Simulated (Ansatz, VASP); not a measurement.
## Cross-check of Cu8S (Cu(111)-(2x1)-S, hcp site) between VASP and Ansatz

Aim: how closely do two programs agree when they are given the same cell, functional and k mesh? Of the first pair: The structure shown is the start of the Ansatz relaxation below; VASP solves that cell, so the two are compared at the walk's first step.

Program: Ansatz 0.2.0. Level of theory: plane waves, with VASP 6.6.1 beside it; single point at r2SCAN. Results are calculated unless marked as measured.

**1. Starting point**

The cell holds 9 atoms: 8 Cu and 1 S. Cell: a = 5.105 Å, b = 2.553 Å, c = 25.168 Å, α = 90.0°, β = 90.0°, γ = 60.0°. Vacuum lies along c.

**2. Ansatz: relaxation, r2SCAN**

Ansatz runs on its default PAW (the set named soft_2) files.

The two programs are compared at the cell with which this relaxation starts, whose forces are those of its first step.

File input.yaml:

```yaml
crystal:
  lattice:
    - [5.1053109602, 0.0, 0.0]
    - [1.27632774, 2.2106644929, 0.0]
    - [0.0, 0.0, 25.1683128049]
  atoms:
    - { symbol: Cu, position: [0.0, 0.0, 0.3377262539] }
    - { symbol: Cu, position: [0.5, 0.0, 0.3377262539] }
    - { symbol: Cu, position: [0.16666667, 0.33333333, 0.420538101] }
    - { symbol: Cu, position: [0.66666667, 0.33333333, 0.420538101] }
    - { symbol: Cu, position: [0.33333333, 0.66666667, 0.5033499481] }
    - { symbol: Cu, position: [0.83333333, 0.66666667, 0.5033499481] }
    - { symbol: Cu, position: [0.0, 0.0, 0.5861617952] }
    - { symbol: Cu, position: [0.5, 0.0, 0.5861617952] }
    - { symbol: S, position: [0.3333333333, 0.6666666667, 0.6622737461] }
kpoints:
  mp_grid: { grid: [6, 12, 1] }
hamiltonian:
  xc: r2scan
scf:
  occupations: { method: fermi_dirac, width: 0.1 }
  convergence: { dr2_threshold: 1.0e-08 }
efield:
  axis: 3
  dipole_correction: true
  ramp_position: 0.97
  ramp_width: 0.06
relax:
  f_tol: 0.015
  max_steps: 90
  constraints: [{ sites: [0, 1, 2, 3] }]
output:
  write_potential: true
  write_density: true
  volumetric_format: npy
```

Command:

```sh
ansatz run input.yaml --threads 4 --pin off --max-ram 6144MiB --backend cpu --events-out ev --progress --plain --runs-dir out
```

Numbers of over 12 decimals in the logs are rounded to 6 here.

The log of the run:

```text
Engine: ansatz 0.2.0, aarch64-unknown-linux-gnu
Pseudopotentials: kind: paw
Pseudopotential: Cu, paw, valence charge 19, recommended cutoff 500 eV (meta_gga), Cu.paw.azcp
Pseudopotential: S, paw, valence charge 6, recommended cutoff 500 eV (meta_gga), S.paw.azcp
Functional definition: r2SCAN
  parameter k0 = 0.174
  parameter k1 = 0.065
  parameter a1 = 4.9479
  exchange = r2scan_x(k0 = k0, k1 = k1, a1 = a1)
  correlation = r2scan_c
Crystal: 9 atoms, lattice volume = 284.053 Å³
Basis set: ecut = 500 eV, 7255 PW (Γ), exchange–correlation on 160×80×768 points (64 copies of the dense FFT grid, shifted against one another)
Bands: 95, of which v1, the nominal top of the filled ones, is band 79 counted from 1 (78 counted from 0)
Symmetry: 2 space group operations
Space group: Pm (ITA 6), of the structure as read, at distance tolerance 6.6e-5 Å
k-points: 25 of 72 (time reversal used)
Non-local potential: Cu, projectors of the file, l = 0: 3, l = 1: 2, l = 2: 3, l = 3: 1
Non-local potential: S, projectors of the file, l = 0: 2, l = 1: 2, l = 2: 2
PAW form: soft (Blöchl's): semilocal exchange-correlation on the pseudo side does not see the compensation charge
PAW frozen core: Cu, regenerated for the run's functional (the file was generated under x = pbe(κ = 0.804, μ = 0.219515), c = pbe(β = 0.066725))
PAW frozen core: S, regenerated for the run's functional (the file was generated under x = pbe(κ = 0.804, μ = 0.219515), c = pbe(β = 0.066725))
PAW one-centre angular grid: Cu, 590 points (default); XC on 160 Gauss nodes
PAW one-centre angular grid: S, 302 points (default); XC on 160 Gauss nodes
Initial density: superposition of atomic densities (neutral atoms: chi_scale 0, normalization atom), corrected by the library's trained network
Initial wavefunctions: pseudopotential atomic-orbital guess
Functional: x = r2scan, c = r2scan; τ floored in thin density (d = 2e-4 eV/Å³)
SCF iter   1: F=—  HF=-53954.332545 eV  |F-HF|=—  |Δ(HF+E_count)|=         —  Δρ=2.51e-2  dr2=1.03e0  dr2_τ=1.30e-2  ethr=1.77e-3  p=-0.048 e·Å  D=-3.03e-2 V/Å  ΔV_dip=0.76 eV  dr2_dipole=1.75e-7  V_vac-E_F(+/−)=5.87/5.11 eV  ⟨swp⟩=7.8  Hψ=10293  notcnv=0  defer=97
efield: sawtooth ramp at fractional position 0.9700 (set: `efield.ramp_position`, or a place that a band, a saddle search or an elastic batch's reference lends), width 0.0600; the density the first Hamiltonian is built on has a dipole p = -0.048 e·Å; the dipole correction subtracts the counter field D = -3.03e-2 V/Å, which shifts the + side's vacuum level by +0.76 eV against the − side's; the planar-averaged density in the ramp window peaks in size at 3.8e-5 e/Å³
preconditioner: auto → LDOS  [metal: Δε(μ)=0.070 eV  Ē_g=9.041 eV  σ=0.100 eV  W_gap=0.17  n_scr=58 (ndim 8)  ℏωp=21.4 eV  f_vac=0.578  D(μ)=3.09/eV (n_scr^D=10)  β→1.0]
SCF iter   2: F=—  HF=-53955.638321 eV  |F-HF|=—  |Δ(HF+E_count)|=    1.31e0  Δρ=6.16e-2  dr2=6.11e0  dr2_τ=3.18e-2  ethr=6.51e-4  p=-0.071 e·Å  D=-4.55e-2 V/Å  ΔV_dip=1.15 eV  dr2_dipole=1.56e-2  V_vac-E_F(+/−)=5.74/4.59 eV  ⟨swp⟩=3.0  Hψ=6206  notcnv=0  defer=153  recentre
SCF iter   3: F=—  HF=-53954.220756 eV  |F-HF|=—  |Δ(HF+E_count)|=    1.42e0  Δρ=8.65e-3  dr2=1.34e-1  dr2_τ=1.17e-3  ethr=6.51e-4  p=-0.054 e·Å  D=-3.41e-2 V/Å  ΔV_dip=0.86 eV  dr2_dipole=1.08e-4  V_vac-E_F(+/−)=5.88/5.03 eV  ⟨swp⟩=3.0  Hψ=5965  notcnv=0  defer=140
SCF iter   4: F=—  HF=-53954.197456 eV  |F-HF|=—  |Δ(HF+E_count)|=   2.33e-2  Δρ=2.26e-3  dr2=1.02e-2  dr2_τ=1.05e-4  ethr=8.49e-5  p=-0.053 e·Å  D=-3.38e-2 V/Å  ΔV_dip=0.85 eV  dr2_dipole=6.95e-4  V_vac-E_F(+/−)=5.79/4.94 eV  ⟨swp⟩=2.0  Hψ=4037  notcnv=0  defer=149
SCF iter   5: F=—  HF=-53954.195819 eV  |F-HF|=—  |Δ(HF+E_count)|=   1.64e-3  Δρ=4.11e-4  dr2=1.15e-3  dr2_τ=1.07e-5  ethr=6.48e-6  p=-0.054 e·Å  D=-3.44e-2 V/Å  ΔV_dip=0.87 eV  dr2_dipole=1.90e-4  V_vac-E_F(+/−)=5.79/4.92 eV  ⟨swp⟩=2.0  Hψ=3443  notcnv=0  defer=149
SCF iter   6: F=—  HF=-53954.195984 eV  |F-HF|=—  |Δ(HF+E_count)|=   1.65e-4  Δρ=3.01e-4  dr2=3.22e-4  dr2_τ=2.99e-6  ethr=7.27e-7  p=-0.055 e·Å  D=-3.50e-2 V/Å  ΔV_dip=0.88 eV  dr2_dipole=7.90e-5  V_vac-E_F(+/−)=5.78/4.90 eV  ⟨swp⟩=2.0  Hψ=3469  notcnv=0  defer=149
SCF iter   7: F=—  HF=-53954.196076 eV  |F-HF|=—  |Δ(HF+E_count)|=   9.24e-5  Δρ=1.57e-4  dr2=5.74e-5  dr2_τ=5.83e-7  ethr=2.04e-7  p=-0.055 e·Å  D=-3.53e-2 V/Å  ΔV_dip=0.89 eV  dr2_dipole=1.23e-5  V_vac-E_F(+/−)=5.78/4.89 eV  ⟨swp⟩=2.0  Hψ=3436  notcnv=0  defer=149
SCF iter   8: F=—  HF=-53954.196072 eV  |F-HF|=—  |Δ(HF+E_count)|=   4.11e-6  Δρ=5.15e-5  dr2=8.39e-6  dr2_τ=8.12e-8  ethr=3.63e-8  p=-0.056 e·Å  D=-3.54e-2 V/Å  ΔV_dip=0.89 eV  dr2_dipole=2.71e-6  V_vac-E_F(+/−)=5.78/4.89 eV  ⟨swp⟩=2.4  Hψ=3469  notcnv=0  defer=149
[...]
WARN: The output density's exchange-correlation potential varies sharply where the density is thin. Do not read a vacuum level from v_tot or v_xc, or from such a field of the output density. On a cell that repeats whose density bears no net charge and no dipole along the vacuum's axis use v_es (v_loc + v_h of the components); under efield.dipole_correction with no amplitude use v_es + v_field, which holds any externa [...]
SCF converged after 6 iterations
an eigenvalue changed by more than its tolerance at an iteration that met the thresholds in force, so the SCF went on 2 times, its first undamped step at iteration 3: the last check found none over its tolerance
Free energy (F): -53954.335316 eV
Harris-Foulkes:  -53954.335316 eV  (|F-HF|=7.78e-9)
Internal energy: -53954.244452 eV  (E = F + TS)
E sigma→0 (E₀):  -53954.289884 eV
Entropy (-TS):   -0.090864 eV (-10.096 meV/atom)
Fermi energy:    2.802593 eV
Dipole field:    D = -0.028272 V/Å  (p = -0.044381 e·Å, saw-weighted, corrected)
Work function:   Φ+ = 5.5768 eV   Φ− = 4.8653 eV
Levels:          The Fermi level and band energies are counted from a zero that moves with the ramp; work functions are not
--- Per-component energies (eV) ---
  E_band       = -5195.515273
  E_kinetic    = 2502.647434
  E_local      = -401791.894304  (includes V_loc(G=0)·N_el)
  E_nonlocal   = 3200.623050
  E_hartree    = 197927.914738
  E_xc         = -758.200549
  E_vxc        = -1086.667357  (∫ρ·V_xc dr)
  E_paw        = -14042.355324  (= ΣΔE_a)
  E_vpaw       = -3948.779452  (= ΣTr[D̂ρ^β])
  E_aug_tail   = 0.001134  (compensation charges beyond the density's cutoff)
  E_vtau       = 76.296548  (kinetic-family band-sum trace: ∫τ·v_τ [+ j·A + Jᵃ·Aᵃ] dr)
  E_efield     = 0.000627  (sawtooth field / dipole correction)
  E_vefield    = -3.605369  (∫n·V_field dr)
  E_ewald      = 159009.537372
  E_core_change = -2.518631  (= ΣΔE_core)
  E_smearing   = -0.090864  (= −TS)
  E_closure    = -0.000000  (closes the sum)
  Σ components = -53954.335316   (vs F -53954.335316, Δ=0.00e0)
--- Forces (eV/Å), atoms counted from 1 ---
  atom   1  Cu    -0.02648871     0.01529326     0.24376477
  atom   2  Cu     0.03245575    -0.01873833     0.24198188
  atom   3  Cu    -0.00766978     0.00442815    -0.19503551
  atom   4  Cu     0.00216642    -0.00125078    -0.28891036
  atom   5  Cu     0.00516738    -0.00298339     0.00126190
  atom   6  Cu    -0.00453057     0.00261572    -0.00105259
  atom   7  Cu     0.00084653    -0.00048874    -0.00191973
  atom   8  Cu    -0.00275963     0.00159327    -0.00102855
  atom   9  S      0.00081102    -0.00046824     0.00093869
  max |Σ_I F_I| component: 1.59e-6 eV/Å
--- Band table (eV; the first three rows and the last of 25) ---
  k-point 0: bands = [... 75 lower, 1.2354, 1.4367, 1.4440, 2.0460, 2.5106, 3.3819, 3.9598, 4.3769, ... 12 higher]
  k-point 1: bands = [... 75 lower, 1.2492, 1.3106, 1.4659, 2.4446, 2.7615, 3.3417, 4.2262, 5.2043, ... 12 higher]
  k-point 2: bands = [... 75 lower, 1.2409, 1.4809, 1.8648, 2.6645, 3.3042, 3.6933, 3.8211, 4.9131, ... 12 higher]
  k-point 24: bands = [... 75 lower, 2.4550, 2.6275, 2.8855, 3.3531, 3.9186, 4.9827, 5.8480, 7.4492, ... 12 higher]
--- Relaxed structure (5 steps of the walk, 5 accepted, 0 SCFs on fresh bases) ---
  F+E_penalty+E_count = -53954.33531608 eV   max|allowed force component| = 5.171e-3 eV/Å
  atoms:
    - { symbol: Cu, position: [0.0, 0.0, 0.3377262539] }
    - { symbol: Cu, position: [0.500000, 0, 0.3377262539] }
    - { symbol: Cu, position: [0.166667, 0.333333, 0.420538101] }
    - { symbol: Cu, position: [0.66666667, 0.333333, 0.420538101] }
    - { symbol: Cu, position: [0.334448, 0.665552, 0.501196] }
    - { symbol: Cu, position: [0.831168, 0.668832, 0.501606] }
    - { symbol: Cu, position: [-0.0071803, 0.0071803, 0.581326] }
    - { symbol: Cu, position: [0.506564, -0.00656359, 0.584433] }
    - { symbol: S, position: [0.294655, 0.705345, 0.652450] }
```

In the SCF lines HF is the Harris–Foulkes energy and dr2 the Hartree energy of the density residual, in eV; the loop may stop once dr2 is under the threshold and the program's other checks hold. Hψ counts applications of the Hamiltonian.

**3. VASP: single point, r2SCAN, start cell, pair 1**

The same cell, functional, mesh and smearing now go to VASP, with its own data sets.

Lines of VASP's logs that name or quote its potential files are left out, and so is its time.

File INCAR:

```
SYSTEM = Cu8S
PREC = Accurate
ENCUT = 580
EDIFF = 1E-06
NELM = 300
ISMEAR = -1
SIGMA = 0.1
LREAL = .FALSE.
ALGO = Normal
METAGGA = R2SCAN
LASPH = .TRUE.
NBANDS = 58
LORBIT = 11
LWAVE = .FALSE.
LCHARG = .FALSE.
ISIF = 2
LDIPOL = .TRUE.
IDIPOL = 3
DIPOL = 0.5 0.5 0.483
LVHAR = .TRUE.
GGA_COMPAT = .FALSE.
NELMDL = -8
LMIXTAU = .TRUE.
KPAR = 2
AMIX = 0.1
BMIX = 1E-04
```

File POSCAR:

```
Cu8S
1.0
    5.1053109602      0.0000000000      0.0000000000
    1.2763277400      2.2106644929      0.0000000000
    0.0000000000      0.0000000000     25.1683128049
Cu S
8 1
Direct
    0.0000000000      0.0000000000      0.3377262539
    0.4999999060      0.0000000000      0.3377262539
    0.1666667362      0.3333332590      0.4205380822
    0.6666666421      0.3333332590      0.4205380822
    0.3333332765      0.6666665180      0.5033499503
    0.8333333783      0.6666665180      0.5033499503
    0.0000000000      0.0000000000      0.5861617787
    0.4999999060      0.0000000000      0.5861617787
    0.3333332765      0.6666665180      0.6622737539
```

File KPOINTS:

```
Automatic mesh
0
Gamma
6 12 1
0 0 0
```

Potentials, in the order of the species: Cu and S (PBE family, release 64).

Command:

```sh
mpirun -np 2 vasp_std
```

The log of the run:

```text
[banner, memory and clock lines left out]
running    2 mpi-ranks, on    1 nodes
 distrk:  each k-point on    1 cores,    2 groups
 distr:  one band on    1 cores,    1 groups

 POSCAR found type information on POSCAR CuS
 POSCAR found :  2 types and       9 ions
|                                                                             |
|               ----> ADVICE to this user running VASP <----                  |
|                                                                             |
|     You enforced a specific xc type in the INCAR file but a different       |
|     [... a line on the potential file left out ...]
|     I HOPE YOU KNOW WHAT YOU ARE DOING!                                     |
|                                                                             |

 LDA part: xc-table for (None), standard interpolation
 POSCAR, INCAR and KPOINTS ok, starting setup
 FFT: planning ... GRIDC
 FFT: planning ... GRID_SOFT
 FFT: planning ... GRID
 WAVECAR not read
 entering main loop
       N       E                     dE             d eps       ncg     rms          rms(c)
DAV:   1     0.841468579071E+03    0.84147E+03   -0.43465E+04  2900   0.218E+03
DAV:   2     0.737214608816E+01   -0.83410E+03   -0.80518E+03  2900   0.455E+02
DAV:   3    -0.105970246141E+03   -0.11334E+03   -0.10653E+03  3262   0.218E+02
DAV:   4    -0.115105697112E+03   -0.91355E+01   -0.88312E+01  4368   0.653E+01
DAV:   5    -0.115389448871E+03   -0.28375E+00   -0.26381E+00  4480   0.110E+01
DAV:   6    -0.115397006102E+03   -0.75572E-02   -0.75200E-02  4454   0.153E+00
DAV:   7    -0.115397142855E+03   -0.13675E-03   -0.13666E-03  4424   0.245E-01
DAV:   8    -0.115397147782E+03   -0.49269E-05   -0.49267E-05  4512   0.424E-02    0.242E+01
DAV:   9    -0.942223009569E+02    0.21175E+02   -0.20767E+01  3542   0.843E+01    0.142E+01
DAV:  10    -0.143262895810E+03   -0.49041E+02   -0.10828E+02  4674   0.349E+02    0.732E+01
DAV:  11    -0.979503973649E+02    0.45312E+02   -0.14004E+02  4722   0.922E+01    0.178E+01
DAV:  12    -0.936451184762E+02    0.43053E+01   -0.14269E+01  5512   0.623E+01    0.804E+00
DAV:  13    -0.934414879836E+02    0.20363E+00   -0.28073E+00  4696   0.330E+01    0.625E+00
DAV:  14    -0.931804246236E+02    0.26106E+00   -0.17927E+00  4242   0.463E+01    0.508E+00
[...]
DAV:  30    -0.931572876972E+02   -0.19218E-04   -0.11343E-04  3822   0.188E-01    0.197E-02
DAV:  31    -0.931573001484E+02   -0.12451E-04   -0.45143E-05  3304   0.112E-01    0.181E-02
DAV:  32    -0.931573131346E+02   -0.12986E-04   -0.87869E-05  3992   0.282E-01    0.169E-02
DAV:  33    -0.931573117864E+02    0.13482E-05   -0.47204E-05  3808   0.233E-01    0.786E-03
DAV:  34    -0.931573162211E+02   -0.44347E-05   -0.71100E-06  3468   0.645E-02    0.871E-03
DAV:  35    -0.931573179504E+02   -0.17293E-05   -0.74000E-06  3264   0.819E-02    0.371E-03
DAV:  36    -0.931573189816E+02   -0.10312E-05   -0.21594E-06  2240   0.219E-02    0.254E-03
DAV:  37    -0.931573193745E+02   -0.39291E-06   -0.85830E-07  1958   0.120E-02
   1 F= -.93157319E+02 E0= -.93106361E+02  d E =-.101917E+00
```

OUTCAR, selected parts (step 3):

```text
ion  position               nearest neighbor table
   1  0.000  0.000  0.338-   2 2.55   4 2.55   3 2.55   3 2.55   2 2.55   2 2.55   2 2.55
   2  0.500  0.000  0.338-   3 2.55   1 2.55   4 2.55   4 2.55   1 2.55   1 2.55   1 2.55
   3  0.167  0.333  0.421-   2 2.55   4 2.55   1 2.55   1 2.55   4 2.55   5 2.55   4 2.55   4 2.55
                             6 2.55   5 2.55
   4  0.667  0.333  0.421-   3 2.55   1 2.55   2 2.55   2 2.55   3 2.55   3 2.55   3 2.55   5 2.55
                             6 2.55   6 2.55
   5  0.333  0.667  0.503-   8 2.55   7 2.55   6 2.55   8 2.55   6 2.55   3 2.55   6 2.55   4 2.55
                             6 2.55   3 2.55
   6  0.833  0.667  0.503-   7 2.55   5 2.55   7 2.55   5 2.55   8 2.55   5 2.55   3 2.55   4 2.55
                             5 2.55   4 2.55
   7  0.000  0.000  0.586-   9 2.42   6 2.55   5 2.55   8 2.55   6 2.55   8 2.55   8 2.55   8 2.55

  LATTYP: Found a simple orthorhombic cell.
 ALAT       =     2.5526554801
 B/A-ratio  =     1.7320508076
 C/A-ratio  =     9.8596590888

 Subroutine GETGRP returns: Found  2 space group operations
 (whereof  2 operations were pure point group operations)

The static configuration has the point symmetry C_1h.

 Found     25 irreducible k-points:

   k-points           NKPTS =     25   k-points in BZ     NKDIM =     25   number of bands    NBANDS=     58

   dimension x,y,z NGX =    40 NGY =   20 NGZ =  200
   dimension x,y,z NGXF=    80 NGYF=   40 NGZF=  400

   ENCUT  =  580.0 eV  42.63 Ry    6.53 a.u.  10.03  5.01 49.42*2*pi/ulx,y,z

   NELECT =      94.0000    total number of electrons

 k-points in reciprocal lattice and weights: Automatic mesh
   0.00000000  0.00000000  0.00000000       0.014
   0.16666667  0.00000000  0.00000000       0.028
   0.33333333 -0.00000000  0.00000000       0.028
   0.50000000 -0.00000000  0.00000000       0.014
   0.00000000  0.08333333  0.00000000       0.056
   0.33333333  0.08333333  0.00000000       0.056
   0.50000000  0.08333333  0.00000000       0.056
   0.00000000  0.16666667  0.00000000       0.056
   0.16666667  0.16666667  0.00000000       0.028
[...]
0.33333333  0.50000000  0.00000000       0.028
   0.50000000  0.50000000  0.00000000       0.014

 dipolmoment           0.000000      0.000000      0.057597 electrons x Angstroem

 average (electrostatic) potential at core
       1 -76.8147       2 -76.8247       3 -77.0690       4 -77.0664       5 -76.9987
       6 -77.0781       7 -76.8612       8 -77.1492       9 -95.1607

 E-fermi :  -0.3947

 k-point     1 :       0.0000    0.0000    0.0000
  band No.  band energies     occupation
    ...
     44      -1.9537      2.00000
     45      -1.8021      2.00000
     46      -1.7734      2.00000
     47      -1.0948      1.99818
     48      -0.5798      1.72841
     49       0.3240      0.00151
     50       0.8688      0.00001
     51       1.2209      0.00000
     52       3.2326      0.00000
     53       3.8189      0.00000
    ...

 k-point     2 :       0.1667    0.0000    0.0000
  band No.  band energies     occupation
    ...
     45      -1.9810      2.00000
     46      -1.8915      2.00000
     47      -1.5308      1.99998
     48      -0.9117      1.98869
     49      -0.4848      1.42213
     50       0.7066      0.00003
     51       2.3159      0.00000
     52       3.6029      0.00000
     53       3.8289      0.00000
     54       4.5600      0.00000
    ...

 k-point     3 :       0.3333   -0.0000    0.0000
  band No.  band energies     occupation
    ...
     44      -2.1668      2.00000
     45      -2.0846      2.00000
     46      -2.0483      2.00000
     47      -1.8408      2.00000
     48      -1.3357      1.99984
     49      -0.1455      0.15283
     50       0.4916      0.00028
     51       2.2572      0.00000
     52       3.6580      0.00000
     53       3.8485      0.00000
    ...

  Total       -3.3269873     -3.0713688     -4.5177817      0.2213721      0.2556069     -0.4427315
  in kB      -18.7656055    -17.3238099    -25.4821864      1.2486316      1.4417305     -2.4971918
  external PRESSURE =     -20.5238672 kB  Pullay stress =       0.0000000 kB

  energy-cutoff  :      580.00
  volume of cell :      284.05
      direct lattice vectors                 reciprocal lattice vectors
     5.105310960  0.000000000  0.000000000     0.195874455 -0.113088169  0.000000000
     1.276327740  2.210664493  0.000000000     0.000000000  0.452352676  0.000000000
     0.000000000  0.000000000 25.168312805     0.000000000  0.000000000  0.039732500

 POSITION                                       TOTAL-FORCE (eV/Angst)
 -----------------------------------------------------------------------------------
      0.00000      0.00000      8.50000        -0.014777      0.008531      0.221706
      2.55266      0.00000      8.50000         0.022690     -0.013100      0.228499
      1.27633      0.73689     10.58423         0.000274     -0.000158     -0.008005
      3.82898      0.73689     10.58423        -0.002260      0.001305     -0.070507
      2.55266      1.47378     12.66847         0.011030     -0.006368     -0.099139
      5.10531      1.47378     12.66847        -0.002611      0.001507      0.141309
      0.00000      0.00000     14.75270         0.097647     -0.056377      0.277250
      2.55266      0.00000     14.75270         0.088914     -0.051335      0.360941
      2.55266      1.47378     16.66831        -0.200907      0.115994     -1.052054
 -----------------------------------------------------------------------------------
    total drift:                               -0.000009      0.000492     -0.007984

  FREE ENERGIE OF THE ION-ELECTRON SYSTEM (eV)
  ---------------------------------------------------
  free  energy   TOTEN  =       -93.1573193745 eV

  energy  without entropy=      -93.0554020548  energy(sigma->0) =      -93.10636071

 vacuum level on the upper side and lower side of the slab         5.392         4.469

 total charge
# of ion       s       p       d       tot
------------------------------------------
    1        0.462   0.309   9.203   9.974
    2        0.460   0.308   9.204   9.973
    3        0.452   0.395   9.201  10.048
    4        0.455   0.395   9.199  10.049
    5        0.457   0.402   9.196  10.055
    6        0.455   0.410   9.183  10.048
    7        0.430   0.354   9.225  10.009
    8        0.424   0.413   9.205  10.042
    9        1.378   2.205   0.000   3.583
--------------------------------------------------
tot          4.974   5.192  73.616  83.781

[... 3 further parts left out ...]
```

This run has no spin polarisation, so a moment on Cu, if there is one, isn't seen.

(Part 1 of 2 ends here.)

[Lines on the potential files, build, host, timing and source positions are cut from VASP's logs without a mark.]

[Logs are printed without paths, hosts, clocks, repeated set-up lines and the standing remarks that a program may print on its own settings, such as how far it seeks lower states.]

[Hosts, paths, dates, database ids (printed as entryN), source tags and the programs' standing remarks are cut or masked in the printed files.]
